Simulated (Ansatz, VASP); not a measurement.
# Cross-check of InGe2 between VASP and Ansatz, part 2 of 2

Aim: how closely do two programs agree when they are given the same cell, functional and k mesh? The cell is generated by rule, not measured, and may not be a known phase. The cell is taken from a series of runs on this material, whose earlier steps may have relaxed, scaled, displaced or heated it; both programs get it as it stands.

VASP 6.6.1 and Ansatz 0.2.0.

So far: The starting structure; Ansatz: zone-centre phonons, PBE.

## 3. VASP: zone-centre phonons, PBE

Level of this step: PBE; plane waves and PAW (In_d, Ge_d); invented cell (VASP).

The same cell, functional, mesh and smearing now go to VASP, with its own data sets.

Lines of VASP's logs that name or quote its potential files are left out, and so is its time.

Input file INCAR:

```
SYSTEM = InGe2
PREC = Accurate
ENCUT = 500
EDIFF = 1E-08
NELM = 120
ISMEAR = 1
SIGMA = 0.2
LREAL = .FALSE.
ALGO = Normal
GGA = PE
NBANDS = 26
LORBIT = 11
LWAVE = .FALSE.
LCHARG = .FALSE.
ISIF = 2
IBRION = 8
LASPH = .TRUE.
GGA_COMPAT = .FALSE.
KPAR = 2
```

Input file POSCAR:

```
InGe2
1.0
    4.4813099044      0.0000037191      0.0000000000
   -2.2406581730      3.8809263599      0.0000000000
    0.0000000000      0.0000000000      4.1789659809
In Ge
1 2
Direct
    0.0000000000      0.0000000000      0.0000000000
    0.3333333333      0.6666666667      0.5000000000
    0.6666666667      0.3333333333      0.5000000000
```

Input file KPOINTS:

```
Automatic mesh
0
Gamma
12 12 12
0 0 0
```

PAW data sets: In_d and Ge_d (PBE family, release 64).

On the command line:

```sh
> mpirun -np 2 vasp_std
```

Numbers of over 12 decimals in the logs are rounded to 6 here.

The program printed:

```text
[banner, memory and clock lines left out]
running    2 mpi-ranks, on    1 nodes
 distrk:  each k-point on    1 cores,    2 groups
 distr:  one band on    1 cores,    1 groups

 POSCAR found type information on POSCAR InGe
 POSCAR found :  2 types and       3 ions
 LDA part: xc-table for (Slater+PW92), standard interpolation
 POSCAR, INCAR and KPOINTS ok, starting setup
 FFT: planning ... GRIDC
 FFT: planning ... GRID_SOFT
 FFT: planning ... GRID
 WAVECAR not read
 entering main loop
       N       E                     dE             d eps       ncg     rms          rms(c)
DAV:   1     0.326207102459E+03    0.32621E+03   -0.20301E+04  7426   0.356E+03
DAV:   2     0.381909912921E+02   -0.28802E+03   -0.28402E+03  6940   0.647E+02
DAV:   3    -0.889921424811E+01   -0.47090E+02   -0.46664E+02  8014   0.193E+02
DAV:   4    -0.108933381071E+02   -0.19941E+01   -0.19846E+01  8012   0.452E+01
DAV:   5    -0.109559247191E+02   -0.62587E-01   -0.62574E-01 10392   0.762E+00    0.276E+00
DAV:   6    -0.108371424478E+02    0.11878E+00   -0.23246E-01  8354   0.436E+00    0.155E+00
DAV:   7    -0.108129844698E+02    0.24158E-01   -0.10590E-01  8578   0.246E+00    0.365E-01
DAV:   8    -0.108122974213E+02    0.68705E-03   -0.12189E-02  7590   0.110E+00    0.136E-01
DAV:   9    -0.108122794552E+02    0.17966E-04   -0.57442E-04  8714   0.237E-01    0.898E-02
DAV:  10    -0.108122808953E+02   -0.14401E-05   -0.76106E-05  8822   0.882E-02    0.195E-02
DAV:  11    -0.108122815072E+02   -0.61185E-06   -0.98090E-06  9124   0.412E-02    0.294E-03
DAV:  12    -0.108122813377E+02    0.16944E-06   -0.19033E-06  9308   0.104E-02    0.186E-03
DAV:  13    -0.108122814383E+02   -0.10059E-06   -0.19581E-07  7574   0.452E-03    0.771E-04
DAV:  14    -0.108122814340E+02    0.43574E-08   -0.91450E-09  4512   0.132E-03
   1 F= -.10812281E+02 E0= -.10812157E+02  d E =-.372927E-03
 Linear response reoptimize wavefunctions to high precision
DAV:   1    -0.108122814212E+02    0.12783E-07   -0.27818E-09  5030   0.531E-04
DAV:   2    -0.108122814213E+02   -0.96406E-10   -0.45172E-10  3906   0.222E-04
 Linear response DOF=           4
 Linear response progress:
  Degree of freedom:   1/  4
       N       E                     dE             d eps       ncg     rms          rms(c)
RMM:   1    -0.235705459266E+00   -0.23571E+00   -0.17918E-01 20106   0.270E+00
RMM:   2    -0.237797148793E+00   -0.20917E-02   -0.21426E-02 26695   0.723E-01    0.375E-02
RMM:   3    -0.237699015511E+00    0.98133E-04   -0.91305E-04 29785   0.169E-01    0.172E-02
RMM:   4    -0.237515950702E+00    0.18306E-03   -0.10730E-04 31717   0.599E-02    0.116E-02
RMM:   5    -0.237418252325E+00    0.97698E-04   -0.14230E-05 31498   0.207E-02    0.305E-03
RMM:   6    -0.237407095840E+00    0.11156E-04   -0.32389E-06 32011   0.904E-03    0.111E-03
RMM:   7    -0.237409340113E+00   -0.22443E-05   -0.90391E-07 31848   0.420E-03    0.310E-04
RMM:   8    -0.237408409232E+00    0.93088E-06   -0.25404E-07 32253   0.198E-03    0.135E-04
RMM:   9    -0.237407956764E+00    0.45247E-06   -0.42271E-09 32753   0.929E-04    0.892E-05
RMM:  10    -0.237407414972E+00    0.54179E-06    0.44183E-08 32395   0.511E-04    0.464E-05
RMM:  11    -0.237407812819E+00   -0.39785E-06    0.17206E-07 32174   0.302E-04    0.551E-05
RMM:  12    -0.237407748151E+00    0.64668E-07    0.19772E-07 32524   0.189E-04    0.371E-05
RMM:  13    -0.237407701141E+00    0.47010E-07    0.14228E-07 33146   0.130E-04    0.175E-05
RMM:  14    -0.237407628408E+00    0.72733E-07    0.10400E-07 28924   0.996E-05    0.854E-06
RMM:  15    -0.237407612174E+00    0.16234E-07    0.58800E-08 28227   0.806E-05    0.554E-06
RMM:  16    -0.237407578672E+00    0.33502E-07    0.35874E-08 28064   0.711E-05    0.234E-06
RMM:  17    -0.237407582655E+00   -0.39838E-08    0.18801E-08 24160   0.650E-05    0.108E-06
 first order change of Fermi-energy  -0.32073E-04
 force on displaced ion       1 direction 1 :  -0.588  -0.000   0.000
 Linear response progress:
  Degree of freedom:   2/  4
       N       E                     dE             d eps       ncg     rms          rms(c)
RMM:   1    -0.235564151059E+00   -0.23556E+00   -0.16721E-01  8984   0.274E+00
RMM:   2    -0.237605356003E+00   -0.20412E-02   -0.23959E-02 12592   0.741E-01    0.439E-02
RMM:   3    -0.237531523989E+00    0.73832E-04   -0.10577E-03 13012   0.177E-01    0.183E-02
RMM:   4    -0.237372780638E+00    0.15874E-03   -0.12614E-04 13733   0.622E-02    0.120E-02
RMM:   5    -0.237286739976E+00    0.86041E-04   -0.16410E-05 13690   0.225E-02    0.366E-03
RMM:   6    -0.237274579002E+00    0.12161E-04   -0.35590E-06 13827   0.960E-03    0.116E-03
RMM:   7    -0.237278670741E+00   -0.40917E-05   -0.83277E-07 13895   0.397E-03    0.360E-04
RMM:   8    -0.237278844791E+00   -0.17405E-06   -0.24850E-07 13854   0.188E-03    0.161E-04
RMM:   9    -0.237278442483E+00    0.40231E-06    0.30474E-08 14055   0.959E-04    0.396E-05
RMM:  10    -0.237278338921E+00    0.10356E-06    0.14621E-07 14000   0.511E-04    0.225E-05
RMM:  11    -0.237278067283E+00    0.27164E-06    0.25191E-07 13999   0.301E-04    0.259E-05
RMM:  12    -0.237278218976E+00   -0.15169E-06    0.32510E-07 13148   0.197E-04    0.275E-05
RMM:  13    -0.237278154576E+00    0.64400E-07    0.26166E-07 14260   0.135E-04    0.918E-06
RMM:  14    -0.237278126729E+00    0.27848E-07    0.17297E-07 11972   0.103E-04    0.386E-06
RMM:  15    -0.237278122219E+00    0.45096E-08    0.11663E-07 11018   0.846E-05    0.518E-06
RMM:  16    -0.237278113672E+00    0.85465E-08    0.82208E-08 10888   0.749E-05    0.504E-06
 first order change of Fermi-energy   0.22607E-03
 force on displaced ion       1 direction 3 :   0.000  -0.000  -2.104
 Linear response progress:
  Degree of freedom:   3/  4
       N       E                     dE             d eps       ncg     rms          rms(c)
RMM:   1    -0.190233714483E+00   -0.19023E+00    0.60957E+00 32171   0.358E+01
RMM:   2    -0.197215081776E+00   -0.69814E-02   -0.14267E-02 51084   0.960E-01    0.534E-02
RMM:   3    -0.197352505028E+00   -0.13742E-03   -0.12408E-03 52384   0.308E-01    0.311E-02
RMM:   4    -0.197327609664E+00    0.24895E-04   -0.17199E-04 55548   0.117E-01    0.418E-03
RMM:   5    -0.197334335702E+00   -0.67260E-05   -0.53185E-05 53802   0.491E-02    0.291E-03
RMM:   6    -0.197350227528E+00   -0.15892E-04   -0.12029E-05 56606   0.206E-02    0.158E-03
RMM:   7    -0.197360047879E+00   -0.98204E-05   -0.22699E-06 56162   0.852E-03    0.746E-04
RMM:   8    -0.197364412267E+00   -0.43644E-05   -0.42613E-06 57846   0.384E-03    0.272E-04
RMM:   9    -0.197367329357E+00   -0.29171E-05   -0.32271E-06 59043   0.182E-03    0.811E-05
RMM:  10    -0.197366687268E+00    0.64209E-06   -0.16739E-06 56941   0.986E-04    0.956E-05
RMM:  11    -0.197367175592E+00   -0.48832E-06   -0.11092E-06 61342   0.519E-04    0.700E-05
RMM:  12    -0.197368180829E+00   -0.10052E-05   -0.64408E-07 57386   0.305E-04    0.860E-06
RMM:  13    -0.197368083730E+00    0.97099E-07   -0.30439E-07 59467   0.191E-04    0.964E-06
RMM:  14    -0.197368190869E+00   -0.10714E-06   -0.13370E-07 60228   0.129E-04    0.338E-06
RMM:  15    -0.197368242763E+00   -0.51895E-07   -0.83320E-08 62137   0.961E-05    0.969E-07
RMM:  16    -0.197368243433E+00   -0.67017E-09   -0.57452E-08 55782   0.777E-05    0.185E-06
 first order change of Fermi-energy  -0.57730E-04
 force on displaced ion       2 direction 1 :  -5.754  -0.005   0.000
 Linear response progress:
  Degree of freedom:   4/  4
       N       E                     dE             d eps       ncg     rms          rms(c)
RMM:   1    -0.188162460618E+00   -0.18816E+00    0.75085E+00 12060   0.397E+01
RMM:   2    -0.195596928932E+00   -0.74345E-02   -0.15419E-02 19866   0.898E-01    0.267E-02
RMM:   3    -0.195758034693E+00   -0.16111E-03   -0.10689E-03 19499   0.270E-01    0.151E-02
RMM:   4    -0.195815078064E+00   -0.57043E-04   -0.12269E-04 20745   0.990E-02    0.657E-03
RMM:   5    -0.195834568180E+00   -0.19490E-04   -0.24855E-05 20038   0.377E-02    0.321E-03
RMM:   6    -0.195853087547E+00   -0.18519E-04   -0.43196E-06 21128   0.155E-02    0.930E-04
RMM:   7    -0.195854280505E+00   -0.11930E-05   -0.11329E-06 20598   0.610E-03    0.694E-04
RMM:   8    -0.195859330623E+00   -0.50501E-05   -0.26128E-07 21060   0.259E-03    0.911E-05
RMM:   9    -0.195860148929E+00   -0.81831E-06   -0.10921E-07 21519   0.119E-03    0.441E-05
RMM:  10    -0.195860638279E+00   -0.48935E-06   -0.88941E-08 22338   0.573E-04    0.183E-05
RMM:  11    -0.195860703028E+00   -0.64749E-07   -0.10271E-07 22046   0.288E-04    0.273E-05
RMM:  12    -0.195860680527E+00    0.22501E-07   -0.86077E-08 22307   0.164E-04    0.366E-05
RMM:  13    -0.195860778529E+00   -0.98002E-07   -0.38506E-08 21960   0.107E-04    0.320E-05
RMM:  14    -0.195860912295E+00   -0.13377E-06   -0.27260E-08 21194   0.800E-05    0.212E-05
RMM:  15    -0.195860928557E+00   -0.16262E-07   -0.10543E-08 20514   0.650E-05    0.198E-05
RMM:  16    -0.195860993278E+00   -0.64721E-07   -0.12741E-08 20539   0.585E-05    0.129E-05
RMM:  17    -0.195861009941E+00   -0.16663E-07   -0.30512E-09 18997   0.542E-05    0.109E-05
RMM:  18    -0.195861047943E+00   -0.38003E-07   -0.34750E-09 20084   0.532E-05    0.678E-06
RMM:  19    -0.195861087714E+00   -0.39771E-07   -0.14572E-08 20003   0.525E-05    0.232E-06
RMM:  20    -0.195861099677E+00   -0.11963E-07   -0.39904E-09 18045   0.511E-05    0.910E-07
RMM:  21    -0.195861103146E+00   -0.34691E-08   -0.17592E-08 16897   0.506E-05    0.472E-07
 first order change of Fermi-energy   0.81330E-04
 force on displaced ion       2 direction 3 :   0.000  -0.000  -0.305
 Linear response finished
```

From OUTCAR (step 3):

```text
ion  position               nearest neighbor table
   1  0.000  0.000  0.000-   2 3.33   3 3.33   2 3.33   3 3.33   2 3.33   2 3.33   3 3.33   3 3.33
                             3 3.33   3 3.33   2 3.33   2 3.33
   2  0.333  0.667  0.500-   3 2.59   3 2.59   3 2.59   1 3.33   1 3.33   1 3.33   1 3.33   1 3.33
                             1 3.33
   3  0.667  0.333  0.500-   2 2.59   2 2.59   2 2.59   1 3.33   1 3.33   1 3.33   1 3.33   1 3.33
                             1 3.33

  LATTYP: Found a hexagonal cell.
 ALAT       =     4.4813099044
 C/A-ratio  =     0.9325322439

 Subroutine GETGRP returns: Found 24 space group operations
 (whereof 24 operations were pure point group operations)

The static configuration has the point symmetry D_6h.

 Found    133 irreducible k-points:

   k-points           NKPTS =    133   k-points in BZ     NKDIM =    133   number of bands    NBANDS=     26

   dimension x,y,z NGX =    36 NGY =   36 NGZ =   30
   dimension x,y,z NGXF=    72 NGYF=   72 NGZF=   60

   ENCUT  =  500.0 eV  36.75 Ry    6.06 a.u.   8.17  8.17  7.62*2*pi/ulx,y,z

   NELECT =      41.0000    total number of electrons

 k-points in reciprocal lattice and weights: Automatic mesh
   0.00000000  0.00000000  0.00000000       0.001
   0.08333333  0.00000000  0.00000000       0.003
   0.16666667 -0.00000000  0.00000000       0.003
   0.25000000 -0.00000000  0.00000000       0.003
   0.33333333 -0.00000000  0.00000000       0.003
   0.41666667  0.00000000  0.00000000       0.003
   0.50000000 -0.00000000  0.00000000       0.002
   0.08333333  0.08333333  0.00000000       0.003
   0.16666667  0.08333333  0.00000000       0.007
[...]
0.33333333  0.25000000  0.50000000       0.007
   0.33333333  0.33333333  0.50000000       0.001

 average (electrostatic) potential at core
       1 -95.5178       2 -73.6467       3 -73.6467

  Total       -0.0252282     -0.0252282     -0.0235722     -0.0000000      0.0000000      0.0000000
  in kB       -0.5561435     -0.5561435     -0.5196376     -0.0000000      0.0000000      0.0000000
  external PRESSURE =      -0.5439748 kB  Pullay stress =       0.0000000 kB

  energy-cutoff  :      500.00
  volume of cell :       72.68
      direct lattice vectors                 reciprocal lattice vectors
     4.481309904  0.000003719  0.000000000     0.223148932  0.128835343  0.000000000
    -2.240658173  3.880926360  0.000000000    -0.000000214  0.257670316  0.000000000
     0.000000000  0.000000000  4.178965981     0.000000000  0.000000000  0.239293645

 POSITION                                       TOTAL-FORCE (eV/Angst)
 -----------------------------------------------------------------------------------
      0.00000      0.00000      0.00000        -0.000000      0.000000      0.000000
     -0.00000      2.58729      2.08948        -0.000000      0.000000     -0.000000
      2.24065      1.29364      2.08948         0.000000     -0.000000      0.000000
 -----------------------------------------------------------------------------------
    total drift:                                0.000000      0.000000     -0.000000

 Eigenvectors and eigenvalues of the dynamical matrix
 ----------------------------------------------------

   1 f  =    6.136919 THz    38.559402 2PiTHz  204.705599 cm-1    25.380248 meV
             X         Y         Z           dx          dy          dz
      0.000000  0.000000  0.000000    -0.000000    0.000000    0.000000
     -0.000002  2.587285  2.089483     0.435033    0.557446   -0.000000
      2.240654  1.293645  2.089483    -0.435033   -0.557446   -0.000000

   2 f  =    6.136919 THz    38.559402 2PiTHz  204.705599 cm-1    25.380248 meV
             X         Y         Z           dx          dy          dz
      0.000000  0.000000  0.000000     0.000000   -0.000000    0.000000
     -0.000002  2.587285  2.089483    -0.557446    0.435033   -0.000000
      2.240654  1.293645  2.089483     0.557446   -0.435033   -0.000000

   3 f  =    2.861560 THz    17.979709 2PiTHz   95.451352 cm-1    11.834454 meV
             X         Y         Z           dx          dy          dz
      0.000000  0.000000  0.000000    -0.000000    0.000000    0.739613
     -0.000002  2.587285  2.089483     0.000000   -0.000000   -0.475906
      2.240654  1.293645  2.089483     0.000000   -0.000000   -0.475906

   4 f  =    1.524690 THz     9.579911 2PiTHz   50.858191 cm-1     6.305609 meV
             X         Y         Z           dx          dy          dz
      0.000000  0.000000  0.000000     0.451603    0.578663    0.000000
     -0.000002  2.587285  2.089483    -0.295445   -0.378569    0.000000
      2.240654  1.293645  2.089483    -0.295445   -0.378569    0.000000

   5 f  =    1.524690 THz     9.579911 2PiTHz   50.858191 cm-1     6.305609 meV
             X         Y         Z           dx          dy          dz
      0.000000  0.000000  0.000000     0.578663   -0.451603   -0.000000
     -0.000002  2.587285  2.089483    -0.378569    0.295445   -0.000000
      2.240654  1.293645  2.089483    -0.378569    0.295445   -0.000000

   6 f/i=    0.030118 THz     0.189237 2PiTHz    1.004629 cm-1     0.124558 meV
             X         Y         Z           dx          dy          dz
      0.000000  0.000000  0.000000    -0.542979    0.407894   -0.000000
     -0.000002  2.587285  2.089483    -0.414987    0.311744   -0.000000
      2.240654  1.293645  2.089483    -0.414987    0.311744   -0.000000

   7 f/i=    0.030118 THz     0.189237 2PiTHz    1.004629 cm-1     0.124558 meV
             X         Y         Z           dx          dy          dz
      0.000000  0.000000  0.000000    -0.407894   -0.542979    0.000000
     -0.000002  2.587285  2.089483    -0.311744   -0.414987    0.000000
      2.240654  1.293645  2.089483    -0.311744   -0.414987    0.000000

   8 f/i=    0.032880 THz     0.206589 2PiTHz    1.096745 cm-1     0.135979 meV
             X         Y         Z           dx          dy          dz
      0.000000  0.000000  0.000000     0.000000   -0.000000   -0.673032
     -0.000002  2.587285  2.089483     0.000000   -0.000000   -0.522985
      2.240654  1.293645  2.089483     0.000000   -0.000000   -0.522985

   9 f/i=    1.286218 THz     8.081543 2PiTHz   42.903600 cm-1     5.319366 meV
             X         Y         Z           dx          dy          dz
      0.000000  0.000000  0.000000    -0.000000    0.000000    0.000000
     -0.000002  2.587285  2.089483    -0.000000    0.000000    0.707107
      2.240654  1.293645  2.089483    -0.000000    0.000000   -0.707107

 ELASTIC MODULI CONTR FROM IONIC RELAXATION (kBar)
 Direction    XX          YY          ZZ          XY          YZ          ZX
 --------------------------------------------------------------------------------
 XX         -85.0490     85.0490     -0.0000     -0.0000     -0.0000      0.0000
 YY          85.0490    -85.0490      0.0000     -0.0000      0.0000      0.0000
 ZZ          -0.0000      0.0000     -0.0000     -0.0000      0.0000      0.0000
 XY          -0.0000     -0.0000     -0.0000    -85.0490      0.0000      0.0000
 YZ          -0.0000      0.0000      0.0000      0.0000      0.0000      0.0000
 ZX           0.0000      0.0000      0.0000      0.0000      0.0000      0.0000
 --------------------------------------------------------------------------------
```

This run has no spin polarisation. Its electron count is odd, so without a moment it is a metal by construction.

## 4. Differences

Known differences besides the potentials themselves: VASP's run holds the zone centre alone; the cutoff is 1061.24 eV in Ansatz and 500 eV in VASP. Total energies have different zeros and are not compared.

Both answers:

```tsv
quantity	Ansatz	VASP	difference
optical mode 1 (imaginary, printed as negative) (cm⁻¹)	-49.6	-42.9	-6.7
optical mode 2 to 3 (cm⁻¹)	50.2	50.9	-1.37 %
optical mode 4 (cm⁻¹)	94.0	95.5	-1.55 %
optical mode 5 to 6 (cm⁻¹)	204.4	204.7	-0.17 %
```

Modes are paired by rising frequency, not by their patterns, so a pair may set unlike modes beside each other; they are those without the splitting of longitudinal modes.

## 5. Outcome

| Item | Value |
| --- | --- |
| r.m.s. difference of the optical zone-centre modes, each program's sorted by frequency (zone-centre phonons, PBE) | 2.9 cm⁻¹ |
| difference in optical mode 4 (zone-centre phonons, PBE) | -1.6 % |

The r.m.s. difference of the optical zone-centre modes, each program's sorted by frequency is 2.9 cm⁻¹ (zone-centre phonons, PBE). Among the rows given in per cent, the largest difference of the zone-centre phonons, PBE pair is in optical mode 4, -1.6 %. How closely two codes agree says nothing of how well the functional describes the real material.

[Lines on the potential files, build, host, timing and source positions are cut from VASP's logs without a mark.]

[Logs are printed without paths, hosts, clocks, repeated set-up lines and the standing remarks that a program may print on its own settings, such as how far it seeks lower states.]

[Hosts, paths, dates, database ids (printed as entryN), source tags and the programs' standing remarks are cut or masked in the printed files.]
